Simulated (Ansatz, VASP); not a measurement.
Two plane-wave programs on Mg2CdN2

INCAR

```
PREC = Accurate
ENCUT = 520
EDIFF = 1E-6
ISMEAR = 0
SIGMA = 0.03
LREAL = False
LASPH = True
NELM = 60
ALGO = Fast
ISIF = 2
LWAVE = False
LCHARG = False
GGA = PS
NBANDS = 21
```

File KPOINTS:

```
regular mesh
0
Gamma
  12 12 6
```

POSCAR

```
Mg2CdN2
1.0
    3.5528825911      0.0000000000      0.0000000000
   -1.7764412955      3.0768865806      0.0000000000
    0.0000000000      0.0000000000      5.9838310064
Mg Cd N
2 1 2
Direct
    0.6666666667      0.3333333333      0.1534420000
    0.3333333333      0.6666666667      0.8465580000
    0.0000000000      0.0000000000      0.5000000000
    0.6666666667      0.3333333333      0.7722310000
    0.3333333333      0.6666666667      0.2277690000
```

Input for Ansatz:

```yaml
crystal:
  lattice:
    - [3.5528825911, 0.0, 0.0]
    - [-1.7764412955, 3.0768865806, 0.0]
    - [0.0, 0.0, 5.9838310064]
  atoms:
    - { symbol: Mg, position: [0.6666666667, 0.3333333333, 0.153442] }
    - { symbol: Mg, position: [0.3333333333, 0.6666666667, 0.846558] }
    - { symbol: Cd, position: [0.0, 0.0, 0.5] }
    - { symbol: "N", position: [0.6666666667, 0.3333333333, 0.772231] }
    - { symbol: "N", position: [0.3333333333, 0.6666666667, 0.227769] }
basis:
  ecutwfc: 420
kpoints:
  mp_grid: { grid: [12, 12, 6] }
hamiltonian:
  xc: pbesol
scf:
  occupations: { method: gaussian, width: 0.03 }
output:
  forces: true
  stress: true
  eigenvalues: true
```

The cell comes from a database or a generator and needn't be the stable form of this composition.

Alike in both runs: task single point; functional PBEsol; k mesh 12 × 12 × 6; occupations gaussian, width 0.03 eV; no spin polarisation.

|  | VASP | Ansatz |
| --- | --- | --- |
| version | VASP 6.6.1 | Ansatz 0.2.0 |
| potentials or method | VASP PAW PBE potentials, release 64 (Mg, Cd, N) | scalar-relativistic, plane waves, PAW |
| plane-wave cutoff (eV) | 520 | 420 |
| valence electrons in the cell | 26 | 50 |

```tsv
	VASP	Ansatz	Ansatz less VASP
gap on the k mesh at the Fermi level (eV)	0.29	0.29	+0.002
least direct gap on the mesh (eV)	0.65	0.65	-0.004
pressure (GPa)	-3.8	-4.0	-0.17
largest component of the traceless stress (GPa)	0.21	0.19	-0.018
rms of the force components (eV/Å)	0.046	0.059	+0.0130
```

Atom by atom the forces differ by 0.016 eV/Å (rms over components). The two sets of potentials don't hold the same shells in valence.

Caveats: the PAW data sets were made with another functional, which shifts forces and pressure a little (VASP). A k mesh can miss the band edges.
